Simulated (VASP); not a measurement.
Runs of VASP 6.6.1 on YNb. It takes space group Pm-3m (No. 221, cubic). Conventional cell: a = 3.611 Å, b = 3.611 Å, c = 3.611 Å, α = 90.00°, β = 90.00°, γ = 90.00°. Y (site symmetry m-3m) has 8 Nb at 3.13 Å as nearest neighbours. Nb (site symmetry m-3m) has 8 Y at 3.13 Å as nearest neighbours. The cell was built by a generator and needn't be a form met in nature.

| task | level | spin | cell | k mesh | cutoff (eV) | gap on the mesh (eV) | pressure (GPa) | relaxed volume (Å³/atom) |
| --- | --- | --- | --- | --- | --- | --- | --- | --- |
| relaxation of cell and atoms | revPBE+D3 | off | relaxed | 7 × 7 × 7 | 600 | none | 0.0 | (b) |
| relaxation of cell and atoms | revPBE+dDsC | off | relaxed | 7 × 7 × 7 | 600 | none | 0.0 | 22.80 |
| band structure | TPSS | off | as given | 7 × 7 × 7 | 520 | - | -1.6 | - |
| relaxation of cell and atoms | PBE | off | relaxed | 5 × 5 × 5 | 600 | none | 0.0 | 23.43 |
| relaxation of cell and atoms | revPBE+D4 | off | relaxed | 7 × 7 × 7 | 600 | none | 0.0 | (a) |
| relaxation of cell and atoms | revPBE | off | relaxed | 7 × 7 × 7 | 600 | none | 0.0 | 24.03 |

Alike in all rows: potentials or basis VASP PAW PBE potentials, release 64 (Y_sv, Nb_sv); smearing fermi-dirac 0.05 eV.

Q: Estimate the missing entries.

A: (a) 23.15; (b) 22.65.

Caveats: the PAW data sets were made with another functional, which shifts forces and pressure a little (some runs); pairwise dispersion overbinds metals, which lowers pressure and volume (some runs).

A k mesh can miss the band edges, and the runs leave out spin-orbit coupling on Nb, Y.

A gap of «none» marks a metal or a gap under the smearing width.

Not every run made on this cell is shown here.
